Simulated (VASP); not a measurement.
GW runs with VASP on LiF (rock salt), on PBE orbitals with a Kohn-Sham gap of 9.05 eV on the mesh.

```xyz
2
Lattice="0.0000 2.0150 2.0150 2.0150 0.0000 2.0150 2.0150 2.0150 0.0000" Properties=species:S:1:pos:R:3 pbc="T T T"
Li     0.0000     0.0000     0.0000
F      2.0150     2.0150     2.0150
```

Numerical set-up: PREC = Normal, 500 eV cut-off, 4×4×4 Γ-centred mesh, Gaussian smearing of 0.010 eV, potentials Li_sv_GW F_GW_new.

The mesh is coarse and the basis finite, so the quasiparticle values are not converged.

```
run                  level  NBANDS  ENCUTGW (eV)  QP gap (eV)  smallest direct QP gap (eV)
-----  -------------------  ------  ------------  -----------  ---------------------------
run 1  G0W0@PBE, 1 step(s)     100           150        13.33                        13.33
run 2  G0W0@PBE, 1 step(s)     240           250        13.61                        13.61
run 3  G0W0@PBE, 1 step(s)     320           300            ?                            ?
```

**Question.** Complete the blanks.

**Answer.** 
- run 3, QP gap (eV): 13.69
- run 3, smallest direct QP gap (eV): 13.69

Left out are failed runs and those that VASP or the mesh makes unfit.

The compound is LiF in the rock salt structure. The cell was not relaxed at this level.
